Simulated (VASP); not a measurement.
# LiMgBN2 (P1) in VASP: single point with PBE

Aim: the single point of LiMgBN2 with PBE.

Program: VASP 6.6.1. These are calculated values, not measurements. Logs are shortened: lines on timing, memory, paths and dates and some standing lists are left out, and cuts for length are marked.

## 1. Starting point

The typed cell holds 5 atoms: a = 5.228 Å, b = 5.158 Å, c = 5.190 Å, α = 136.82°, β = 136.92°, γ = 63.11°.

The cell comes from a database or a generator and needn't be the stable form of this composition.

## 2. Single point, PBE

INCAR

```
PREC = Accurate
ENCUT = 520
EDIFF = 1E-7
ISMEAR = 0
SIGMA = 0.01
LREAL = False
LASPH = True
NELM = 100
ALGO = Fast
ISIF = 2
LWAVE = False
LCHARG = False
GGA = PE
NBANDS = 17
```

KPOINTS

```
Automatic mesh
0
Gamma
  3 3 4
```

POSCAR

```
LiMgBN2
1.0
   -1.9524800000      1.9384300000      4.4455700000
    1.8816900000     -1.9135700000      4.4044700000
    1.9255600000      1.8866500000     -4.4348900000
Li Mg B N
1 1 1 2
Direct
    0.2250300000      0.7849600000      0.5290200000
    0.7139200000      0.1986100000      0.3942600000
    0.4934100000      0.5526600000      0.0355100000
    0.6199600000      0.6118500000      0.9329800000
    0.3256700000      0.3544300000      0.0106000000
```

Potentials or basis: VASP PAW PBE potentials, release 64 (Li_sv, Mg, B, N).

Started as:

```sh
> cat potpaw_PBE.64/Li_sv/POTCAR potpaw_PBE.64/Mg/POTCAR potpaw_PBE.64/B/POTCAR potpaw_PBE.64/N/POTCAR > POTCAR
> mpirun -np 1 vasp_std > vasp.out
```

OUTCAR:

```text
PREC = Accurate
   ENCUT = 520
   EDIFF = 1E-7
   ISMEAR = 0
   LREAL = False
   LASPH = True
   NELM = 100
   ISIF = 2
   GGA = PE

 ion  position               nearest neighbor table
   1  0.225  0.785  0.529-   5 1.98   4 2.05   4 2.15   5 2.18   2 2.33   2 2.54   2 2.95   2 3.05

   2  0.714  0.199  0.394-   5 1.92   4 2.05   5 2.18   4 2.23   1 2.33   1 2.54   3 2.68   3 2.84
                             1 2.95   1 3.05
   3  0.493  0.553  0.036-   4 1.32   5 1.51   2 2.68   2 2.84
   4  0.620  0.612  0.933-   3 1.32   2 2.05   1 2.05   1 2.15   2 2.23
   5  0.326  0.354  0.011-   3 1.51   2 1.92   1 1.98   2 2.18   1 2.18

  LATTYP: Found a triclinic cell.
 ALAT       =     3.8074666939
 B/A-ratio  =     1.4074588932
 C/A-ratio  =     1.3731114952
 COS(alpha) =     0.0037944430
 COS(beta)  =     0.3828544676
 COS(gamma) =     0.7004145224

  Lattice vectors:

 A1 = (  -3.8072500000,   0.0269200000,   0.0304200000)
 A2 = (  -3.7803300000,  -3.7981600000,   0.0197400000)
 A3 = (  -1.9524800000,   1.9384300000,   4.4455700000)

Analysis of symmetry for initial positions (statically):
=====================================================================
 Subroutine PRICEL returns:
 Original cell was already a primitive cell.

 Routine SETGRP: Setting up the symmetry group for a
 triclinic supercell.

 Subroutine GETGRP returns: Found  1 space group operations
 (whereof  1 operations were pure point group operations)
 out of a pool of  2 trial point group operations.

The static configuration has the point symmetry C_1 .

Analysis of symmetry for dynamics (positions and initial velocities):
=====================================================================
 Subroutine PRICEL returns:
 Original cell was already a primitive cell.

 Routine SETGRP: Setting up the symmetry group for a
 triclinic supercell.

 Subroutine GETGRP returns: Found  1 space group operations
 (whereof  1 operations were pure point group operations)
 out of a pool of  2 trial point group operations.

The dynamic configuration has the point symmetry C_1 .

 Subroutine INISYM returns: Found  1 space group operations
 (whereof  1 operations are pure point group operations),
 and found     1 'primitive' translations

----------------------------------------------------------------------------------------

                                     Primitive cell

  volume of cell :      64.4339

  direct lattice vectors                    reciprocal lattice vectors
    -1.952480000  1.938430000  4.445570000     0.002743573  0.261138246  0.112282241
     1.881690000 -1.913570000  4.404470000     0.263587252  0.001533699  0.115097922
     1.925560000  1.886650000 -4.434890000     0.264529422  0.263290293  0.001376337

  length of vectors
     5.228076285  5.157699427  5.189940158     0.284267501  0.287624970  0.373228466

  position of ions in fractional coordinates (direct lattice)
     0.225030000  0.784960000  0.529020000
     0.713920000  0.198610000  0.394260000
     0.493410000  0.552660000  0.035510000
     0.619960000  0.611850000  0.932980000
     0.325670000  0.354430000  0.010600000

  ion indices of the primitive-cell ions
   primitive index   ion index
                 1           1
                 2           2
                 3           3
                 4           4
                 5           5

----------------------------------------------------------------------------------------

 KPOINTS: Automatic mesh

Automatic generation of k-mesh.
 Grid dimensions read from file:
 generate k-points for:    3    3    4

 Generating k-lattice:

  Cartesian coordinates                     Fractional coordinates (reciprocal lattice)
     0.000914524  0.087046082  0.037427414     0.333333333 -0.000000000  0.000000000
     0.087862417  0.000511233  0.038365974     0.000000000  0.333333333 -0.000000000
     0.066132356  0.065822573  0.000344084    -0.000000000  0.000000000  0.250000000

  Length of vectors
     0.094755834  0.095874990  0.093307116

  Shift w.r.t. Gamma in fractional coordinates (k-lattice)
     0.000000000  0.000000000  0.000000000

 Subroutine IBZKPT returns following result:
 ===========================================

 Found     19 irreducible k-points:

 Following reciprocal coordinates:
            Coordinates               Weight
  0.000000  0.000000  0.000000      1.000000
  0.333333 -0.000000  0.000000      2.000000
 -0.000000  0.333333  0.000000      2.000000
  0.333333  0.333333  0.000000      2.000000
 -0.333333  0.333333 -0.000000      2.000000
  0.000000  0.000000  0.250000      2.000000
[... 11 lines left out ...]
  0.333333  0.333333  0.500000      2.000000
 -0.333333  0.333333  0.500000      2.000000
   k-points           NKPTS =     19   k-points in BZ     NKDIM =     19   number of bands    NBANDS=     17
   number of dos      NEDOS =    301   number of ions     NIONS =      5
   total plane-waves  NPLWV =  64000
   dimension x,y,z NGX =    40 NGY =   40 NGZ =   40
   dimension x,y,z NGXF=    80 NGYF=   80 NGZF=   80
   ions per type =               1   1   1   2
   NGX,Y,Z   is equivalent  to a cutoff of  12.72, 12.89, 12.81 a.u.
   NGXF,Y,Z  is equivalent  to a cutoff of  25.44, 25.79, 25.63 a.u.
 SYSTEM =  unknown system
   PREC   = accura    normal or accurate (medium, high low for compatibility)
   ISTART =      0    job   : 0-new  1-cont  2-samecut
   ICHARG =      2    charge: 1-file 2-atom 10-const
   ISPIN  =      1    spin polarized calculation?
   LNONCOLLINEAR =      F non collinear calculations
   LSORBIT =      F    spin-orbit coupling
   LASPH  =      T    aspherical Exc in radial PAW
   ENCUT  =  520.0 eV  38.22 Ry    6.18 a.u.   9.72  9.59  9.65*2*pi/ulx,y,z
   NELM   =    100;   NELMIN=  2; NELMDL= -5     # of ELM steps
   EDIFF  = 0.1E-06   stopping-criterion for ELM
   LREAL  =      F    real-space projection
   EDIFFG = 0.1E-05   stopping-criterion for IOM
   NSW    =      0    number of steps for IOM
   IBRION =     -1    ionic relax: 0-MD 1-quasi-New 2-CG
   NFREE  =      0    steps in history (QN), initial steepest desc. (CG)
   ISIF   =      2    stress and relaxation
   ISYM   =      2    0-nonsym 1-usesym 2-fastsym
   POTIM  = 0.5000    time-step for ionic-motion
   TEBEG  =    0.0;   TEEND  =   0.0 temperature during run
   PSTRESS=    0.0 pullay stress
   NELECT =      18.0000    total number of electrons
   NUPDOWN=      -1.0000    fix difference up-down
   EMIN   =  10.00;   EMAX   =-10.00  energy-range for DOS
   EFERMI =   0.00;   METHOD = LEGACY
   ISMEAR =     0;   SIGMA  =   0.01  broadening in eV -4-tet -1-fermi 0-gaus
   EFERMI_NEDOS =   21; number of points for ismear=-14 and -15
   IALGO  =     68    algorithm
   IMIX   =      4    mixing-type and parameters
     AMIX     =   0.40;   BMIX     =  1.00
     AMIX_MAG =   1.60;   BMIX_MAG =  1.00
  volume/ion in A,a.u.               =      12.89        86.96
  Fermi-wavevector in a.u.,A,eV,Ry     =   1.070190  2.022366 15.582838  1.145306
  Thomas-Fermi vector in A             =   2.205892
   LORBIT       =      0    0 simple, 1 ext, 2 COOP (PROOUT), +10 PAW based schemes
   GGA     = PE    functional components
   LHFCALC =     F    Hartree Fock is set to
   AEXX    =    0.0000 exact exchange contribution
   IVDW    =     0    specifies the selected vdW correction
   LEPSILON=     F    determine dielectric tensor
   LRPA    =     F    only Hartree local field effects (RPA)
 non-spin polarized calculation
 RMM-DIIS sequential band-by-band and
 Gauss-broadening in eV      SIGMA  =   0.01
  energy-cutoff  :      520.00
  volume of cell :       64.43
 maximum number of plane-waves:      1746
   NGX = 19   NGY = 19   NGZ = 19

 number of electron      18.0000002 magnetization

 Free energy of the ion-electron system (eV)
  ---------------------------------------------------
  ext. energy  EPLUGINS =         0.00000000
  ---------------------------------------------------
  free energy    TOTEN  =       -30.33345771 eV

  energy without entropy =      -30.33345771  energy(sigma->0) =      -30.33345771

 E-fermi :   1.1425     XC(G=0):  -8.6077

 val. band max:        0.9809605284   @ k =  -0.3333   0.3333   0.5000
 cond. band min:       3.0924612879   @ k =   0.0000   0.0000   0.0000
 fundamental gap:      2.1115007595
 Fermi energy:         1.1425146766

 k-point     1 :       0.0000    0.0000    0.0000
  band No.  band energies     occupation
      1     -42.6932      2.00000
      2     -13.4710      2.00000
      3     -11.9026      2.00000
      4      -3.7965      2.00000
      5      -1.6311      2.00000
      6      -1.1644      2.00000
[... 9 lines left out ...]
     16      12.5657      0.00000
     17      13.5365      0.00000

 k-point     2 :       0.3333   -0.0000    0.0000
  band No.  band energies     occupation
      1     -42.6926      2.00000
      2     -13.3259      2.00000
      3     -11.9273      2.00000
      4      -3.7109      2.00000
      5      -2.7302      2.00000
      6      -1.4924      2.00000
[... 9 lines left out ...]
     16      11.8574      0.00000
     17      12.5388      0.00000

 k-point     3 :      -0.0000    0.3333    0.0000
  band No.  band energies     occupation
      1     -42.6926      2.00000
      2     -13.2743      2.00000
      3     -11.9960      2.00000
      4      -3.7714      2.00000
      5      -2.7774      2.00000
      6      -1.4577      2.00000
[... 292 lines left out ...]
 k-point    18 :       0.3333    0.3333    0.5000
  band No.  band energies     occupation
      1     -42.6928      2.00000
      2     -13.2558      2.00000
      3     -12.0899      2.00000
      4      -3.2520      2.00000
      5      -2.8133      2.00000
      6      -1.9854      2.00000
[... 9 lines left out ...]
     16      11.7997      0.00000
     17      12.6073      0.00000

 k-point    19 :      -0.3333    0.3333    0.5000
  band No.  band energies     occupation
      1     -42.6928      2.00000
      2     -13.2178      2.00000
      3     -12.1375      2.00000
      4      -3.2623      2.00000
      5      -2.7963      2.00000
      6      -2.0527      2.00000
[... 9 lines left out ...]
     16      11.8382      0.00000
     17      12.4377      0.00000

------------------------ aborting loop because EDIFF is reached ----------------------------------------

  FORCE on cell =-STRESS in cart. coord.  units (eV):
  Direction    XX          YY          ZZ          XY          YZ          ZX
  --------------------------------------------------------------------------------------
  -------------------------------------------------------------------------------------
  Total       -0.1774045      2.8330284     -4.8587054      0.1998998     -1.3694675     -0.0915986
  in kB       -4.4112407     70.4444853   -120.8138253      4.9705956    -34.0524056     -2.2776385
  external PRESSURE =     -18.2601935 kB  Pullay stress =       0.0000000 kB

 VOLUME and BASIS-vectors are now :
 -----------------------------------------------------------------------------
  energy-cutoff  :      520.00
  volume of cell :       64.43
      direct lattice vectors                 reciprocal lattice vectors
    -1.952480000  1.938430000  4.445570000     0.002743573  0.261138246  0.112282241
     1.881690000 -1.913570000  4.404470000     0.263587252  0.001533699  0.115097922
     1.925560000  1.886650000 -4.434890000     0.264529422  0.263290293  0.001376337

 POSITION                                       TOTAL-FORCE (eV/Angst)
 -----------------------------------------------------------------------------------
      2.05634     -0.06780      2.11157        -1.528381     -0.499381      0.004643
     -0.26102      1.74766      2.30005         1.837744      2.019788     -0.221417
      0.14494     -0.03412      4.47018        -1.972654     -0.219517     -4.932801
      1.73736      1.79114      1.31329         1.005733      0.243638      0.240806
      0.05147     -0.02694      2.96186         0.657558     -1.544528      4.908769
 -----------------------------------------------------------------------------------
    total drift:                               -0.000026     -0.000003     -0.000409

  FREE ENERGIE OF THE ION-ELECTRON SYSTEM (eV)
  ---------------------------------------------------
  free  energy   TOTEN  =       -30.3334577065 eV

  energy  without entropy=      -30.3334577065  energy(sigma->0) =      -30.33345771
```

Run time: 2.2 min. Hardware: 1 thread of Intel Xeon Platinum 8375C at 2.90GHz (Ice Lake), shared host; peak memory 0.24 GiB.

What came out:

* Free energy: -30.3335 eV
* Largest force: 5.317 eV/Å
* Band gap on the k mesh: 2.11 eV, indirect (least direct gap 3.00 eV)

Forces on the atoms (eV/Å):
```
Li  -1.528 -0.499  0.005
Mg   1.838  2.020 -0.221
B   -1.973 -0.220 -4.933
N    1.006  0.244  0.241
N    0.658 -1.545  4.909
```

Caveat: the k mesh is coarse (spacing up to 0.60 Å⁻¹), so the values aren't converged; the cutoff is under 1.25 times the usual one of these potentials, so pressure, stress and relaxed cells hold a basis-set (Pulay) error; an odd mesh through Γ misses points on the zone boundary, where band edges often lie; forces of over 1 eV/Å show positions far from the minimum, so gaps and moduli don't describe the material at rest. PBE gaps usually lie below the measured ones, often by a third to a half.
